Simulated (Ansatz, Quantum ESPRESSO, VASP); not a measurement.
## ZrCu5 (P1, 6 atoms in the cell) computed with different codes at matched settings

Self-consistent single point.

```
ZrCu5
1.0
    0.00000     3.41154     3.41154
    3.41154     0.00000     3.41154
    3.41154     3.41154     0.00000
Zr Cu
1 5
Direct
  0.01972   0.99637   0.98865
  0.74205   0.74923   0.74974
  0.34411   0.90222   0.37304
  0.39316   0.37103   0.38328
  0.85256   0.38853   0.38503
  0.39840   0.34262   0.87026
```

Shared settings, as Ansatz (a quantum-chemistry and plane-wave program) writes them: kpoints.mp_grid.grid = 7 7 7; scf.occupations.method = gaussian; scf.occupations.width = 0.0037 Ry. Potentials and cutoffs stand in the table.

```tsv
code	model	pressure (GPa)	largest force (eV/Å)	cutoff
VASP	LDA (PZ), VASP's LDA PAW potentials (set 64)	-7.39	1.395	300 eV
Ansatz	LDA (PW92), PAW files made with PBE	-5.74	1.389	30.9 Ry
Quantum ESPRESSO	LDA (PZ), PSlibrary PAW (LDA) pseudopotentials	-5.93	1.411	55 Ry
```

Size of the force on each atom (eV/Å): Sizes of forces hide their directions.

```json
[
 {"code": "VASP", "Zr1": "0.569", "Cu2": "0.168", "Cu3": "1.376", "Cu4": "1.395", "Cu5": "1.350", "Cu6": "1.337"},
 {"code": "Ansatz", "Zr1": "0.551", "Cu2": "0.163", "Cu3": "1.377", "Cu4": "1.389", "Cu5": "1.340", "Cu6": "1.330"},
 {"code": "Quantum ESPRESSO", "Zr1": "0.557", "Cu2": "0.165", "Cu3": "1.391", "Cu4": "1.411", "Cu5": "1.363", "Cu6": "1.347"}
]
```

On Ansatz's run: spin polarisation is off.

The spread over the programs that give each value: pressure within 1.65 GPa; largest force within 0.022 eV/Å.

Ansatz's pressure is given at a fixed set of plane waves, as the other plane-wave codes print theirs; with its correction for the finite basis it is -5.67 GPa. The same LDA comes in different parametrisations, which differ slightly. In the pressure, VASP (by 1.45) lies more than 1 GPa from the median of the plane-wave programs.

On the base mesh (4 4 4) the same programs gave: Quantum ESPRESSO pressure -6.00 GPa; Ansatz pressure -5.81 GPa; VASP pressure -7.46 GPa.

VASP's run is marked for a possible Pulay error in its stress at this cutoff; no cutoff test was made.

The starting cell comes from a database of computed structures (which also holds hypothetical and non-ambient phases and stackings), without a prior relaxation at this level. Its atoms were displaced at random from the sites of space group no. 216.

Left out of this page: SIESTA (not drawn, or without a comparable value).

Keys are those of Ansatz 0.2.
